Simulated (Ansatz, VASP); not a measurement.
**SnSe2 in two plane-wave programs**

Wanted: the spread between two codes on one cell, functional and k mesh. The cell is taken from a series of runs on this material, whose earlier steps may have relaxed, scaled, displaced or heated it; both programs get it as it stands.

Program: Ansatz 0.2.0. Level of theory: plane waves, with VASP 6.6.1 beside it; relaxation of cell and atoms at PBE and zone-centre phonons at PBE. Results are calculated unless marked as measured.

**1. The starting structure**

It takes space group P-3m1 (No. 164, trigonal). Conventional cell: a = 3.872 Å, b = 3.872 Å, c = 6.988 Å, α = 90.00°, β = 90.00°, γ = 120.00°. Nearest to Sn lie 6 Se at 2.75 Å. Nearest to Se lie 3 Sn at 2.75 Å. Farther neighbours and most contacts between anions are not listed.

As a file:

```cif
data_structure
_symmetry_space_group_name_H-M 'P-3m1'
_symmetry_Int_Tables_number 164
_cell_length_a 3.8720
_cell_length_b 3.8720
_cell_length_c 6.9882
_cell_angle_alpha 90.000
_cell_angle_beta 90.000
_cell_angle_gamma 120.000
_cell_volume 90.73
loop_
_atom_site_label
_atom_site_type_symbol
_atom_site_symmetry_multiplicity
_atom_site_Wyckoff_symbol
_atom_site_fract_x
_atom_site_fract_y
_atom_site_fract_z
_atom_site_occupancy
Sn1 Sn 1 a 0.00000 0.00000 0.00000 1
Se1 Se 2 d 0.33333 0.66667 0.22812 1
```

**2. VASP: relaxation of cell and atoms, PBE**

The relaxed volume is the usual yardstick between codes: in a stiff, nearly cubic crystal its relative difference is about their pressure difference at one cell divided by the bulk modulus.

Lines of VASP's logs that name or quote its potential files are left out, and so is its time.

INCAR

```
SYSTEM = SnSe2
PREC = Accurate
ENCUT = 500
EDIFF = 1E-07
NELM = 120
ISMEAR = 0
SIGMA = 0.01
LREAL = .FALSE.
ALGO = Normal
GGA = PE
NBANDS = 19
LORBIT = 11
LWAVE = .FALSE.
LCHARG = .FALSE.
ISIF = 3
IBRION = 2
NSW = 80
EDIFFG = -0.005
LASPH = .TRUE.
GGA_COMPAT = .FALSE.
NELMIN = 4
EFERMI = MIDGAP
KPAR = 2
```

POSCAR

```
SnSe2
1.0
    3.8720090000      0.0000000000      0.0000000000
   -1.9360050000      3.3532580000      0.0000000000
    0.0000000000      0.0000000000      6.9882250000
Sn Se
1 2
Direct
    0.0000000000      0.0000000000      0.0000000000
    0.3333335188      0.6666668655      0.2281155801
    0.6666668885      0.3333334327      0.7718844199
```

KPOINTS

```
Automatic mesh
0
Gamma
9 9 4
0 0 0
```

Potentials, in the order of the species: Sn_d and Se (PBE family, release 64).

Run with:

```console
$ mpirun -np 2 vasp_std
```

Numbers of over 12 decimals in the logs are rounded to 6 here.

The log of the run:

```text
[banner, memory and clock lines left out]
running    2 mpi-ranks, on    1 nodes
 distrk:  each k-point on    1 cores,    2 groups
 distr:  one band on    1 cores,    1 groups

 POSCAR found type information on POSCAR SnSe
 POSCAR found :  2 types and       3 ions
 LDA part: xc-table for (Slater+PW92), standard interpolation
 POSCAR, INCAR and KPOINTS ok, starting setup
 FFT: planning ... GRIDC
 FFT: planning ... GRID_SOFT
 FFT: planning ... GRID
 WAVECAR not read
 entering main loop
       N       E                     dE             d eps       ncg     rms          rms(c)
DAV:   1     0.201268181033E+03    0.20127E+03   -0.11897E+04  1637   0.144E+03
DAV:   2     0.107569702532E+02   -0.19051E+03   -0.18434E+03  1816   0.360E+02
DAV:   3    -0.113870660881E+02   -0.22144E+02   -0.21883E+02  2011   0.115E+02
DAV:   4    -0.121270515598E+02   -0.73999E+00   -0.73847E+00  1948   0.229E+01
DAV:   5    -0.121461298028E+02   -0.19078E-01   -0.19076E-01  2367   0.368E+00    0.467E+00
DAV:   6    -0.118888881920E+02    0.25724E+00   -0.58097E-01  2485   0.779E+00    0.301E+00
DAV:   7    -0.118734626010E+02    0.15426E-01   -0.15328E-01  1854   0.246E+00    0.977E-01
DAV:   8    -0.118733063203E+02    0.15628E-03   -0.12702E-02  2009   0.105E+00    0.261E-01
DAV:   9    -0.118738525209E+02   -0.54620E-03   -0.15240E-03  1827   0.318E-01    0.830E-02
DAV:  10    -0.118738729532E+02   -0.20432E-04   -0.12655E-04  2293   0.796E-02    0.327E-02
DAV:  11    -0.118739074036E+02   -0.34450E-04   -0.52804E-05  1763   0.425E-02    0.976E-03
DAV:  12    -0.118739071668E+02    0.23685E-06   -0.33647E-06  2146   0.126E-02    0.726E-03
DAV:  13    -0.118739081437E+02   -0.97693E-06   -0.27530E-06  1763   0.872E-03    0.258E-03
DAV:  14    -0.118739082934E+02   -0.14971E-06   -0.67699E-08  1639   0.178E-03    0.959E-04
DAV:  15    -0.118739083440E+02   -0.50538E-07   -0.48786E-08  1415   0.141E-03
   1 F= -.11873908E+02 E0= -.11873908E+02  d E =-.118739E+02
 curvature:   0.00 expect dE= 0.000E+00 dE for cont linesearch  0.000E+00
 trial: gam= 0.00000 g(F)=  0.234E-04 g(S)=  0.628E-04 ort = 0.000E+00 (trialstep = 0.100E+01)
 search vector abs. value=  0.862E-04
 bond charge predicted
       N       E                     dE             d eps       ncg     rms          rms(c)
DAV:   1    -0.118744238783E+02   -0.51558E-03   -0.12093E-02  2092   0.154E+00    0.123E-01
DAV:   2    -0.118740437624E+02    0.38012E-03   -0.72790E-04  2180   0.414E-01    0.571E-02
DAV:   3    -0.118739266812E+02    0.11708E-03   -0.32080E-04  2161   0.251E-01    0.110E-02
DAV:   4    -0.118739228594E+02    0.38218E-05   -0.15775E-05  1777   0.375E-02    0.672E-03
DAV:   5    -0.118739197818E+02    0.30776E-05   -0.19151E-06  2214   0.116E-02    0.157E-03
DAV:   6    -0.118739196542E+02    0.12761E-06   -0.11589E-07  1348   0.295E-03    0.743E-04
DAV:   7    -0.118739196152E+02    0.38973E-07   -0.33168E-08  1136   0.147E-03
   2 F= -.11873920E+02 E0= -.11873920E+02  d E =-.112713E-04
 trial-energy change:   -0.000011  1 .order   -0.000015   -0.000086    0.000056
 step:   0.5665(harm=  0.6063)  dis= 0.00043  next Energy=   -11.873932 (dE=-0.237E-04)
 bond charge predicted
       N       E                     dE             d eps       ncg     rms          rms(c)
DAV:   1    -0.118740247275E+02   -0.10507E-03   -0.22695E-03  2077   0.666E-01    0.535E-02
DAV:   2    -0.118739518754E+02    0.72852E-04   -0.13699E-04  2177   0.180E-01    0.247E-02
DAV:   3    -0.118739312944E+02    0.20581E-04   -0.60079E-05  2164   0.109E-01    0.481E-03
DAV:   4    -0.118739317292E+02   -0.43483E-06   -0.29585E-06  1785   0.162E-02    0.293E-03
DAV:   5    -0.118739322066E+02   -0.47739E-06   -0.34587E-07  1861   0.499E-03    0.671E-04
DAV:   6    -0.118739322733E+02   -0.66730E-07   -0.26206E-08   958   0.147E-03
   3 F= -.11873932E+02 E0= -.11873932E+02  d E =-.239293E-04
 curvature:  -0.30 expect dE=-0.391E-06 dE for cont linesearch -0.942E-07
 trial: gam=-0.04524 g(F)=  0.711E-06 g(S)=  0.593E-06 ort = 0.520E-05 (trialstep = 0.913E+00)
 search vector abs. value=  0.101E-05
 reached required accuracy - stopping structural energy minimisation
```

OUTCAR, selected parts (step 2):

```text
ion  position               nearest neighbor table
   1  0.000  0.000  0.000-   2 2.75   3 2.75   3 2.75   2 2.75   2 2.75   3 2.75
   2  0.333  0.667  0.228-   1 2.75   1 2.75   1 2.75
   3  0.667  0.333  0.772-   1 2.75   1 2.75   1 2.75

  LATTYP: Found a hexagonal cell.
 ALAT       =     3.8720090000
 C/A-ratio  =     1.8048059806

 Subroutine GETGRP returns: Found 12 space group operations
 (whereof 12 operations were pure point group operations)

The static configuration has the point symmetry D_3d.

 Found     43 irreducible k-points:

   k-points           NKPTS =     43   k-points in BZ     NKDIM =     43   number of bands    NBANDS=     19

   dimension x,y,z NGX =    28 NGY =   28 NGZ =   54
   dimension x,y,z NGXF=    56 NGYF=   56 NGZF=  108

   ENCUT  =  500.0 eV  36.75 Ry    6.06 a.u.   7.06  7.06 12.74*2*pi/ulx,y,z

   NELECT =      26.0000    total number of electrons

 k-points in reciprocal lattice and weights: Automatic mesh
   0.00000000  0.00000000  0.00000000       0.003
   0.11111111  0.00000000  0.00000000       0.019
   0.22222222 -0.00000000  0.00000000       0.019
   0.33333333 -0.00000000  0.00000000       0.019
   0.44444444 -0.00000000  0.00000000       0.019
   0.11111111  0.11111111  0.00000000       0.019
   0.22222222  0.11111111  0.00000000       0.037
   0.33333333  0.11111111  0.00000000       0.037
   0.44444444  0.11111111  0.00000000       0.019
[...]
0.33333333  0.22222222  0.50000000       0.037
   0.33333333  0.33333333  0.50000000       0.006

 average (electrostatic) potential at core
       1-104.2003       2 -54.8423       3 -54.8423

 E-fermi :   2.9158

 k-point     1 :       0.0000    0.0000    0.0000
  band No.  band energies     occupation
    ...
      9       2.0138      2.00000
     10       2.0662      2.00000
     11       2.0662      2.00000
     12       2.4144      2.00000
     13       2.4144      2.00000
     14       3.6200      0.00000
     15       5.6158      0.00000
     16       7.1159      0.00000
     17       7.1159      0.00000
     18       9.7220      0.00000
    ...

 k-point     2 :       0.1111    0.0000    0.0000
  band No.  band energies     occupation
    ...
      9       1.0310      2.00000
     10       1.6882      2.00000
     11       1.7651      2.00000
     12       2.0978      2.00000
     13       2.5267      2.00000
     14       4.3534      0.00000
     15       6.1895      0.00000
     16       6.8919      0.00000
     17       7.3633      0.00000
     18      10.1982      0.00000
    ...

 k-point     3 :       0.2222   -0.0000    0.0000
  band No.  band energies     occupation
    ...
      9      -0.2599      2.00000
     10       0.7958      2.00000
     11       1.1156      2.00000
     12       2.0966      2.00000
     13       2.4941      2.00000
     14       4.5081      0.00000
     15       6.3196      0.00000
     16       7.8243      0.00000
     17       7.8322      0.00000
     18       9.4194      0.00000
    ...

  Total       -0.0026415     -0.0026415      0.0047870      0.0000000      0.0000000     -0.0000000
  in kB       -0.0465995     -0.0465995      0.0844475      0.0000000      0.0000000     -0.0000000
  external PRESSURE =      -0.0029172 kB  Pullay stress =       0.0000000 kB

  energy-cutoff  :      500.00
  volume of cell :       90.82
      direct lattice vectors                 reciprocal lattice vectors
     3.873039765 -0.000000000  0.000000000     0.258195129  0.149069073  0.000000000
    -1.936520383  3.354150668  0.000000000     0.000000000  0.298138068 -0.000000000
    -0.000000000  0.000000000  6.991210064    -0.000000000 -0.000000000  0.143036755

 POSITION                                       TOTAL-FORCE (eV/Angst)
 -----------------------------------------------------------------------------------
     -0.00000      0.00000      6.99121        -0.000000      0.000000     -0.000000
     -0.00000      2.23610      1.59523        -0.000000      0.000000      0.002715
      1.93652      1.11805      5.39598         0.000000     -0.000000     -0.002715
 -----------------------------------------------------------------------------------
    total drift:                               -0.000350     -0.000350     -0.000000

  FREE ENERGIE OF THE ION-ELECTRON SYSTEM (eV)
  ---------------------------------------------------
  free  energy   TOTEN  =       -11.8739322733 eV

  energy  without entropy=      -11.8739322733  energy(sigma->0) =      -11.87393227

 reached required accuracy - stopping structural energy minimisation

 total charge
# of ion       s       p       d       tot
------------------------------------------
    1        1.061   0.983  10.084  12.128
    2        1.483   2.295   0.023   3.802
    3        1.483   2.295   0.023   3.802
--------------------------------------------------
tot          4.028   5.573  10.131  19.732

[... 3 further parts left out ...]
```

**3. Ansatz: relaxation of cell and atoms, PBE**

Ansatz runs on its default PAW (the set named soft_2) files.

The same cell, functional and mesh now go to Ansatz, which takes its cutoff from its data sets.

input.yaml

```yaml
crystal:
  lattice:
    - [3.8720093145, 0.0, 0.0]
    - [-1.9360046572, 3.35325843, 0.0]
    - [0.0, 0.0, 6.9882250403]
  atoms:
    - { symbol: Sn, position: [0.0, 0.0, 0.0] }
    - { symbol: Se, position: [0.3333333333, 0.6666666667, 0.2281155177] }
    - { symbol: Se, position: [0.6666666667, 0.3333333333, 0.7718844823] }
kpoints:
  mp_grid: { grid: [9, 9, 4] }
hamiltonian:
  xc: pbe
scf:
  occupations: { method: fixed }
output:
  forces: true
  stress: true
  eigenvalues: true
relax:
  adjacent_minimum: "off"
  f_tol: 0.001
  max_steps: 60
  cell: { stress_tol: 0.01 }
```

Run with:

```console
$ ansatz run input.yaml --threads 4 --pin off --max-ram 14336MiB --backend cpu --events-out ev --progress --plain --runs-dir out
```

The log of the run:

```text
Engine: ansatz 0.2.0, aarch64-unknown-linux-gnu
Pseudopotentials: kind: paw
Pseudopotential: Sn, paw, valence charge 14, recommended cutoff 420 eV (normal), Sn.paw.azcp
Pseudopotential: Se, paw, valence charge 16, recommended cutoff 420 eV (normal), Se.paw.azcp
Functional definition: PBE
  parameter kappa = 0.804
  parameter beta = 0.066725
  exchange = pbe_x(kappa = kappa, mu = beta*pi^2/3)
  correlation = pbe_c(beta = beta)
Crystal: 3 atoms, lattice volume = 90.734 Å³
Basis set: ecut = 420 eV, 1787 PW (Γ), exchange–correlation on 54×54×96 points (8 copies of the dense FFT grid, shifted against one another)
Bands: 28, of which v1, the nominal top of the filled ones, is band 23 counted from 1 (22 counted from 0)
Symmetry: 12 space group operations
Space group: P-3m1 (ITA 164), of the structure as read, at distance tolerance 4.5e-5 Å
k-points: 43 of 324
Non-local potential: Sn, projectors of the file, l = 0: 2, l = 1: 2, l = 2: 2, l = 3: 2
Non-local potential: Se, projectors of the file, l = 0: 2, l = 1: 2, l = 2: 3, l = 3: 1
PAW form: soft (Blöchl's): semilocal exchange-correlation on the pseudo side does not see the compensation charge
PAW one-centre angular grid: Sn, 590 points (default); XC on 64 Gauss nodes
PAW one-centre angular grid: Se, 590 points (default); XC on 64 Gauss nodes
Initial density: superposition of atomic densities (neutral atoms: chi_scale 0, normalization atom), corrected by the library's trained network
Initial wavefunctions: pseudopotential atomic-orbital guess
Functional: x = pbe(κ = 0.804, μ = 0.219515), c = pbe(β = 0.066725)
SCF iter   1: F=—  HF=-16963.397581 eV  |F-HF|=—  |Δ(HF+E_count)|=         —  Δρ=1.43e-3  dr2=3.17e-3  ethr=1.77e-3  ⟨swp⟩=5.0  Hψ=4391  notcnv=0  defer=124
preconditioner: auto → Resta (q_TF=auto, 2.436 Å⁻¹)  ε∞=2.6  [insulator: Δε(μ)=0.766 eV  Ē_g=15.856 eV  n_scr=22 (ndim 8)  ℏωp=19.9 eV  f_vac=0.192  ε∞_Penn≈2.6]
SCF iter   2: F=—  HF=-16963.396538 eV  |F-HF|=—  |Δ(HF+E_count)|=   1.04e-3  Δρ=6.54e-4  dr2=1.99e-4  ethr=6.90e-6  ⟨swp⟩=3.1  Hψ=2658  notcnv=0  defer=126
SCF iter   3: F=—  HF=-16963.396706 eV  |F-HF|=—  |Δ(HF+E_count)|=   1.68e-4  Δρ=3.43e-4  dr2=4.96e-5  ethr=4.32e-7  ⟨swp⟩=2.0  Hψ=2232  notcnv=0  defer=125
SCF iter   4: F=—  HF=-16963.396764 eV  |F-HF|=—  |Δ(HF+E_count)|=   5.80e-5  Δρ=8.08e-5  dr2=4.10e-6  ethr=1.08e-7  ⟨swp⟩=2.0  Hψ=1529  notcnv=0  defer=85
SCF iter   5: F=—  HF=-16963.396773 eV  |F-HF|=—  |Δ(HF+E_count)|=   9.33e-6  Δρ=1.59e-5  dr2=2.95e-7  ethr=8.91e-9  ⟨swp⟩=2.0  Hψ=2041  notcnv=0  defer=99
SCF iter   6: F=-16963.396774 eV  HF=-16963.396774 eV  |F-HF|=1.11e-7  |Δ(HF+E_count)|=   1.04e-6  Δρ=5.10e-6  dr2=4.75e-8  ethr=2.17e-10  ⟨swp⟩=10.7  Hψ=6619  notcnv=0
SCF 1 converged in 6 iterations: F = -16963.396774 eV  dr2 = 4.75e-8
  greatest PAW one-centre occupation: 1.000 electrons in one spin orbital (limit 2), on the Se atom at site 2 (counted from 0), in its partial waves of l = 2
relax step   1: F+E_penalty+E_count = -16963.39677441 eV  Δ(F+E_penalty+E_count) = +0.000e0 eV  max|allowed force component| = 3.327e-3 eV/Å  Δτ_max = 0.0000 Å  P = +0.015 GPa  Ω = 90.734 Å³  (6 SCF iters, dr2 threshold 1.00e-7 eV, accepted)
[...]
relax step   2: F+E_penalty+E_count = -16963.39676873 eV  Δ(F+E_penalty+E_count) = +5.679e-6 eV  max|allowed force component| = 7.673e-3 eV/Å  Δτ_max = 0.0009 Å  P = -0.015 GPa  Ω = 90.740 Å³  energy of the carried Pulay correction = -1.065e-6 eV  (5 SCF iters, dr2 threshold 1.93e-9 eV, rejected (line search))
[...]
relax step   6: F+E_penalty+E_count = -16963.39675700 eV  Δ(F+E_penalty+E_count) = +1.786e-5 eV  max|allowed force component| = 2.714e-3 eV/Å  Δτ_max = 0.0020 Å  P = -0.009 GPa  Ω = 90.898 Å³  energy of the carried Pulay correction = -2.676e-5 eV  (8 SCF iters, accepted)
[...]
relax step   7: F+E_penalty+E_count = -16963.39674140 eV  Δ(F+E_penalty+E_count) = +1.560e-5 eV  max|allowed force component| = 2.061e-3 eV/Å  Δτ_max = 0.0019 Å  P = -0.008 GPa  Ω = 90.998 Å³  energy of the carried Pulay correction = -4.452e-5 eV  (6 SCF iters, dr2 threshold 4.60e-10 eV, accepted)
[...]
relax step   8: F+E_penalty+E_count = -16963.39673488 eV  Δ(F+E_penalty+E_count) = +6.521e-6 eV  max|allowed force component| = 5.835e-4 eV/Å  Δτ_max = 0.0009 Å  P = -0.002 GPa  Ω = 91.039 Å³  energy of the carried Pulay correction = -5.164e-5 eV  (6 SCF iters, dr2 threshold 2.70e-10 eV, accepted)
[...]
relax step   9: F+E_penalty+E_count = -16963.39679132 eV  Δ(F+E_penalty+E_count) = -5.645e-5 eV  max|allowed force component| = 6.118e-4 eV/Å  Δτ_max = 0.0000 Å  P = -0.002 GPa  Ω = 91.039 Å³  stress off target by 3.07e-3 GPa  SCF on the basis re-selected at this cell (its energy is not comparable with the rows above)  (8 SCF iters)
basis re-selected at this cell: Δ(F+E_penalty+E_count) = -5.645e-5 eV, ΔP = +0.000 GPa vs the last step (what re-selecting the basis moved, of the pressure what is left beyond the Pulay correction that the steps carried, after the strain that the cell walked since its last selection, with what the two solves' SCF thresholds leave and, on support functions, any second-order correction that the steps lacked; it is no m [...]
SCF converged after 8 iterations
Free energy (F): -16963.396791 eV
Harris-Foulkes:  -16963.396791 eV  (|F-HF|=3.64e-12)
Internal energy: -16963.396791 eV  (E = F + TS)
E sigma→0 (E₀):  -16963.396791 eV
Fermi energy:    5.862716 eV
--- Per-component energies (eV) ---
  E_band       = -952.408620
  E_kinetic    = 422.911019
  E_local      = -7055.501090  (includes V_loc(G=0)·N_el)
  E_nonlocal   = -1222.383379
  E_hartree    = 3558.767035
  E_xc         = -588.810177
  E_vxc        = -289.912144  (∫ρ·V_xc dr)
  E_paw        = -7963.795488  (= ΣΔE_a)
  E_vpaw       = 74.944100  (= ΣTr[D̂ρ^β])
  E_aug_tail   = -0.001198  (compensation charges beyond the density's cutoff)
  E_ewald      = -4114.583512
  E_smearing   = -0.000000  (= −TS)
  E_closure    = 0.000000  (closes the sum)
  Σ components = -16963.396791   (vs F -16963.396791, Δ=0.00e0)
--- Forces (eV/Å), atoms counted from 1 ---
  atom   1  Sn     0.00000000     0.00000000     0.00000000
  atom   2  Se     0.00000000     0.00000000    -0.00061175
  atom   3  Se     0.00000000    -0.00000000     0.00061175
  max |Σ_I F_I| component: 1.85e-17 eV/Å
--- Stress (GPa, compression-positive) ---
       -0.002098       0.000000       0.000000
        0.000000      -0.002098       0.000000
        0.000000       0.000000      -0.003074
  P = ⅓ Tr σ = -0.0024 GPa (-0.024 kbar)
--- Band table (eV; the first three rows and the last of 43) ---
  k-point 0: bands = [... 19 lower, 5.3907, 5.3907, 5.7400, 5.7400, 6.9586, 8.9472, 10.4461, 10.4461, ... 1 higher]
  k-point 1: bands = [... 19 lower, 5.3790, 5.3790, 5.7583, 5.7583, 7.4567, 8.9152, 10.4106, 10.4106, ... 1 higher]
  k-point 2: bands = [... 19 lower, 5.3683, 5.3683, 5.7757, 5.7757, 7.8354, 8.8655, 10.3758, 10.3758, ... 1 higher]
  k-point 42: bands = [... 19 lower, 2.2659, 2.6674, 5.2605, 5.2605, 7.8440, 10.6617, 10.6617, 12.0856, ... 1 higher]
--- Relaxed structure (7 steps of the walk, 6 accepted, 2 SCFs on fresh bases) ---
  F+E_penalty+E_count = -16963.39679132 eV   max|allowed force component| = 6.118e-4 eV/Å   (the final SCF, on the basis selected at the relaxed cell)
  cell:  # Å, volume = 91.0387 Å³
    - [3.871854, -2.886639013318184e-11, 0]
    - [-1.935927, 3.353124, 0]
    - [0, 0, 7.012250]
  atoms:
    - { symbol: Sn, position: [0, 0, 0] }
    - { symbol: Se, position: [0.333333, 0.666667, 0.227408] }
    - { symbol: Se, position: [0.666667, 0.333333, 0.772592] }
```

The column dr2 measures how far the density is from self-consistency, as an energy; F and HF (Harris–Foulkes) agree once it is small.

**4. Comparison**

Known differences besides the potentials themselves: fixed occupations in Ansatz, narrow Gaussian smearing in VASP; the data sets hold 46 valence electrons in Ansatz (on its default PAW (the set named soft_2) files) and 26 in VASP; the cutoff is 420 eV in Ansatz and 500 eV in VASP; Ansatz adds a Pulay correction to the stress that steers its cell, VASP none. Total energies have different zeros and are not compared.

The two programs side by side:

```
                                         quantity  Ansatz   VASP  difference
                                      volume (Å³)   91.04  90.82     +0.24 %
edge a after relaxation, in the typed setting (Å)   3.872  3.873     -0.03 %
edge c after relaxation, in the typed setting (Å)   7.012  6.991     +0.30 %
```

(Part 1 of 2 ends here.)

[Lines on the potential files, build, host, timing and source positions are cut from VASP's logs without a mark.]

[Logs are printed without paths, hosts, clocks, repeated set-up lines and the standing remarks that a program may print on its own settings, such as how far it seeks lower states.]

[Hosts, paths, dates, database ids (printed as entryN), source tags and the programs' standing remarks are cut or masked in the printed files.]
